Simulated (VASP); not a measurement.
Write the native input for VASP 6.6.1 that does the following.

| Property | Result |
| --- | --- |
| Task | relaxation of cell and atoms |
| Functional | PBE |
| Potentials or basis | VASP PAW PBE potentials, release 64 (Be, Zn, O) |
| Cutoff | 520 eV |
| k mesh | 6 × 6 × 6 |
| Occupations | gaussian, width 0.03 eV |
| Spin | no spin polarisation |
| Further INCAR settings | ALGO = Normal; EDIFF = 1e-06; IBRION = 2; EDIFFG = -0.01; NSW = 90; ISIF = 3 |

The structure of Be2ZnO3 lies in POSCAR:

```
Be2ZnO3
1.0
    4.3680000000     -2.5080000000      0.0000000000
    4.3680000000      2.5080000000      0.0000000000
    0.0000000000      0.0000000000      4.6330000000
Be Zn O
4 2 6
Direct
    0.5137609100      0.8335376200      0.0057198400
    0.8335376200      0.5137609100      0.5057198400
    0.1664623800      0.4862390900      0.0057198400
    0.4862390900      0.1664623800      0.5057198400
    0.1792264800      0.8207735200      0.4941722400
    0.8207735200      0.1792264800      0.9941722400
    0.5491104300      0.8361917700      0.3648823700
    0.1638082300      0.4508895700      0.3648823700
    0.7820972900      0.2179027100      0.4294193800
    0.8361917700      0.5491104300      0.8648823700
    0.4508895700      0.1638082300      0.8648823700
    0.2179027100      0.7820972900      0.9294193800
```

The cell was built by a generator and needn't be a form met in nature.

These files were run (other wordings do the same):

INCAR

```
PREC = Accurate
ENCUT = 520
EDIFF = 1E-6
ISMEAR = 0
SIGMA = 0.03
LREAL = False
LASPH = True
NELM = 120
ALGO = Normal
ISIF = 3
LWAVE = False
LCHARG = False
GGA = PE
IBRION = 2
NSW = 90
EDIFFG = -0.01
KPAR = 4
```

KPOINTS

```
regular mesh
0
Gamma
  6 6 6
```

Potentials or basis: VASP PAW PBE potentials, release 64 (Be, Zn, O).

Launch:

```sh
$ cat potpaw_PBE.64/Be/POTCAR potpaw_PBE.64/Zn/POTCAR potpaw_PBE.64/O/POTCAR > POTCAR
$ mpirun -np 4 vasp_std > vasp.out
```

Results of the run:

* Relaxed volume: 8.47 Å³/atom
* Relaxed cell: a = 5.036 Å, b = 5.036 Å, c = 4.637 Å, α = 90.00°, β = 90.00°, γ = 59.77°
* Space group after relaxing (to 0.05 Å): Cmc2_1 (No. 36)
* Energy gained by relaxing: 0.1 meV/atom
* Ionic steps: 6
* Pressure after relaxing: 0.0 GPa
* Largest force after relaxing: 0.004 eV/Å
* Band gap on the k mesh: 3.71 eV, indirect (least direct gap 3.74 eV)

Run time: 2.3 min on 4 MPI ranks on AMD EPYC 9R45 (Zen 5) (shared host), peak memory 0.33 GiB a rank.
